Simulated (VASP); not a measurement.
Data:

```yaml
crystal:
  lattice:
    - [5.06743, -1.40003, 0.01160]
    - [5.06743, 1.40003, 0.01160]
    - [-1.90379, 0.00000, 6.45413]
  atoms:
    - { symbol: Mg, position: [0.53047, 0.53047, 0.79602] }
    - { symbol: Mg, position: [0.46953, 0.46953, 0.20398] }
    - { symbol: Pt, position: [0.13872, 0.13872, 0.51934] }
    - { symbol: Pt, position: [0.86128, 0.86128, 0.48066] }
    - { symbol: Pt, position: [0.18988, 0.18988, 0.13372] }
    - { symbol: Pt, position: [0.81012, 0.81012, 0.86628] }
```

These are PBEsol GGA, VASP's PBE PAW potentials (set 64) (plane waves; VASP) values and carry that method's errors. Settings: 400 eV cut-off, 13×13×6 Γ-centred mesh, tetrahedra with Blöchl corrections, potentials Mg Pt.

The cores are frozen, which limits the accuracy of field gradients.

### Question
Give the principal components of the electric field gradient (V/Å²) and the asymmetry η at each nucleus.

### Answer

| atom | Vxx | Vyy | Vzz | η |
|---|---|---|---|---|
| Mg1 | 5.0 | 1.5 | -6.6 | 0.54 |
| Mg2 | 5.0 | 1.5 | -6.6 | 0.54 |
| Pt3 | 54.1 | 8.6 | -62.7 | 0.73 |
| Pt4 | 54.1 | 8.6 | -62.7 | 0.73 |
| Pt5 | -107.4 | -41.3 | 148.7 | 0.45 |
| Pt6 | -107.4 | -41.3 | 148.7 | 0.45 |

The structure comes from a computed database's MgPt2 entry (C2/m); how it stands against other phases isn't given here. It was relaxed first.
